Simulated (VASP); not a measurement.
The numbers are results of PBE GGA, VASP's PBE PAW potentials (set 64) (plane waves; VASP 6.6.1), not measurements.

The input files of a VASP run:

POSCAR:
```
Mo
1
    2.5444820000     0.0000000000     0.0000000000
    0.0000000000     2.5444820000     0.0000000000
    0.0000000000     0.0000000000    17.7893000000
Mo
4
Direct
  0.0000000000   0.0000000000   0.2810680000
  0.0000000000   0.0000000000   0.4270210000
  0.0000000000   0.0000000000   0.5729790000
  0.0000000000   0.0000000000   0.7189320000
```

KPOINTS:
```
kpoints
0
gamma
  9 9 1
```

**INCAR**
```
SYSTEM = Mo
PREC = Accurate; ENCUT = 300; LREAL = .FALSE.
LASPH = .TRUE.
EDIFF = 1E-6; NELM = 100; ALGO = Normal
LMAXMIX = 4
ISMEAR = -1; SIGMA = 0.1
GGA = PE
ISIF = 2
LWAVE = .FALSE.; LCHARG = .FALSE.
```

POTCAR, in this order: Mo_sv (PBE.64 set). Program: vasp_std.

The resulting files:

### OSZICAR
```
       N       E                     dE             d eps       ncg     rms          rms(c)
DAV:   1     0.429820609144E+03    0.42982E+03   -0.30378E+04  1366   0.110E+03
DAV:   2    -0.226788508568E+02   -0.45250E+03   -0.44646E+03  1119   0.407E+02
DAV:   3    -0.392449633599E+02   -0.16566E+02   -0.16167E+02  1345   0.608E+01
DAV:   4    -0.396157052070E+02   -0.37074E+00   -0.36768E+00  1267   0.801E+00
DAV:   5    -0.396310065078E+02   -0.15301E-01   -0.15197E-01  1348   0.116E+00    0.234E+01
DAV:   6    -0.395240800642E+02    0.10693E+00   -0.20370E+01  1268   0.194E+01    0.109E+01
DAV:   7    -0.488556734642E+02   -0.93316E+01   -0.12337E+02  1293   0.339E+01    0.208E+01
DAV:   8    -0.376705012474E+02    0.11185E+02   -0.76994E+01  1303   0.182E+01    0.239E+00
DAV:   9    -0.378403075228E+02   -0.16981E+00   -0.17821E+00  1220   0.399E+00    0.185E+00
DAV:  10    -0.378250672945E+02    0.15240E-01   -0.81898E-02  1176   0.171E+00    0.130E+00
DAV:  11    -0.378230566371E+02    0.20107E-02   -0.77474E-02  1267   0.160E+00    0.426E-01
DAV:  12    -0.378194173273E+02    0.36393E-02   -0.12376E-02  1227   0.699E-01    0.271E-01
DAV:  13    -0.378191824612E+02    0.23487E-03   -0.89127E-04  1275   0.167E-01    0.139E-01
DAV:  14    -0.378189050031E+02    0.27746E-03   -0.22870E-03  1275   0.271E-01    0.259E-02
DAV:  15    -0.378190865465E+02   -0.18154E-03   -0.32122E-04  1137   0.797E-02    0.462E-02
DAV:  16    -0.378192500746E+02   -0.16353E-03   -0.16041E-04  1265   0.501E-02    0.347E-02
DAV:  17    -0.378192707160E+02   -0.20641E-04   -0.68897E-05  1201   0.441E-02    0.159E-02
DAV:  18    -0.378192781210E+02   -0.74050E-05   -0.29484E-05  1129   0.282E-02    0.284E-03
DAV:  19    -0.378192792524E+02   -0.11315E-05   -0.13868E-06   774   0.689E-03    0.192E-03
DAV:  20    -0.378192796117E+02   -0.35929E-06   -0.39558E-07   631   0.314E-03
   1 F= -.37819280E+02 E0= -.37742908E+02  d E =-.152743E+00
```

File OUTCAR:
```
------------------------ aborting loop because EDIFF is reached ----------------------------------------
  FORCE on cell =-STRESS in cart. coord.  units (eV):
  Direction    XX          YY          ZZ          XY          YZ          ZX
  --------------------------------------------------------------------------------------
  Total        2.1194961      2.1194961      0.4302528      0.0000000      0.0000000     -0.0000000
  in kB       29.4839440     29.4839440      5.9851717      0.0000000      0.0000000     -0.0000000
  external PRESSURE =      21.6510199 kB  Pullay stress =       0.0000000 kB
  volume of cell :      115.17
      direct lattice vectors                 reciprocal lattice vectors
     2.544482000  0.000000000  0.000000000     0.393007300  0.000000000  0.000000000
     0.000000000  2.544482000  0.000000000     0.000000000  0.393007300  0.000000000
     0.000000000  0.000000000 17.789300000     0.000000000  0.000000000  0.056213567
 POSITION                                       TOTAL-FORCE (eV/Angst)
 -----------------------------------------------------------------------------------
      0.00000      0.00000      5.00000        -0.000000      0.000000     -0.001337
      0.00000      0.00000      7.59640         0.000000      0.000000     -0.251787
      0.00000      0.00000     10.19290        -0.000000     -0.000000      0.251787
      0.00000      0.00000     12.78930         0.000000     -0.000000      0.001337
 -----------------------------------------------------------------------------------
    total drift:                               -0.000000      0.000000     -0.000000
  FREE ENERGIE OF THE ION-ELECTRON SYSTEM (eV)
  ---------------------------------------------------
  free  energy   TOTEN  =       -37.8192796117 eV

  energy  without entropy=      -37.6665362478  energy(sigma->0) =      -37.74290793
```
(Selected blocks of OUTCAR.)

At this cut-off the stress carries a Pulay error, which pulls relaxed volumes low. The cell holds a wide vacuum, so values per volume refer to the whole cell.

The cell is a sheet with vacuum, built from a generated structure.
